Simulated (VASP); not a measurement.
Here is the system:

```
CELL_PARAMETERS angstrom
      3.62611     0.00000     0.00000
     -1.81305     3.14030     0.00000
      0.00000     0.00000    16.59378
ATOMIC_POSITIONS crystal
  Ga 0.33333 0.66667 0.32446
  Ga 0.66667 0.33333 0.67554
  Ga 0.66667 0.33333 0.82446
  Ga 0.33333 0.66667 0.17554
  S  0.33333 0.66667 0.88981
  S  0.66667 0.33333 0.11019
  S  0.66667 0.33333 0.38981
  S  0.33333 0.66667 0.61019
```

Calculation: modified Becke-Johnson potential (mBJ), VASP's PBE PAW potentials (set 64) (plane waves; VASP). Numerical set-up: 400 eV cut-off, 6×6×1 Γ-centred mesh, Gaussian smearing of 0.050 eV, potentials Ga_d S.

mBJ is a potential without an energy functional, so only the levels count. Without a dispersion term in the relaxation, distances and binding between the weakly bound layers, chains or molecules are unreliable, and so is what depends on them.

Question: Estimate the band gap (over mesh and band path) with the smallest direct gap where there is one.

Answer: 
```
Property                                         Value
---------------------------------------------  -------
band gap (over mesh and band path)             2.68 eV
smallest direct gap (over mesh and band path)  2.98 eV
```

The absolute energy has meaning only against runs of the same code, potentials and settings.

The structure comes from a computed database's GaS entry (P6_3/mmc); how it stands against other phases isn't given here. It was relaxed first, which changed the volume by +6 %. The cell's shape comes from a PBE relaxation.
